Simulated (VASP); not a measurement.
```
BaS
1.0
    0.00000     3.17838     3.17838
    3.17838     0.00000     3.17838
    3.17838     3.17838     0.00000
Ba S
1 1
Direct
  0.00000   0.00000   0.00000
  0.50000   0.50000   0.50000
```

These are optB88-vdW, VASP's PBE PAW potentials (set 64) (plane waves; VASP) values and carry that method's errors. Numerical set-up: 520 eV cut-off, 7×7×7 Γ-centred mesh, Gaussian smearing of 0.050 eV, potentials Ba_sv S.

Problem. Estimate the energy per atom (σ→0), pressure.

Solution. 
| Property | Value |
|---|---|
| energy per atom (σ→0) | -326.3 kJ/mol of atoms |
| pressure | 1.47 GPa |

The absolute energy has meaning only against runs of the same code, potentials and settings.

The compound is BaS in the rock salt structure. This cell is one point of a volume scan, at 0.97 of the reference volume.
